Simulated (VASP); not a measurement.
The system is SZnBrH, in a box.

```
S Zn Br H
1.0
    11.00000    0.00000    0.00000
     0.00000   14.00000    0.00000
     0.00000    0.00000   11.00000
S Zn Br H
1 1 1 1
Direct
  0.42760 0.60156 0.41739
  0.50087 0.47532 0.50250
  0.57477 0.34313 0.58879
  0.49842 0.65987 0.48395
```

Base run:

* Program: VASP 6.6.1
* Functional: PBE
* Potentials or basis: VASP PAW PBE potentials, release 64 (S, Zn, Br, H)
* Cutoff: 520 eV
* k mesh: 1 × 1 × 1
* Occupations: gaussian, width 0.01 eV
* Spin: no spin polarisation

Its results: gap between the frontier levels 4.13 eV; largest force 0.237 eV/Å.

Q: The run is repeated on the same cell with these changes: functional from PBE to vdW-DF2; further incar settings from ALGO = Normal; EDIFF = 1e-07; NBANDS = 21 to ALGO = Fast; EDIFF = 1e-06. What comes out?

A: Gap between the frontier levels 3.88 eV; largest force 0.434 eV/Å.

Caveats: the PAW data sets were made with another functional, which shifts forces and pressure a little (some runs).

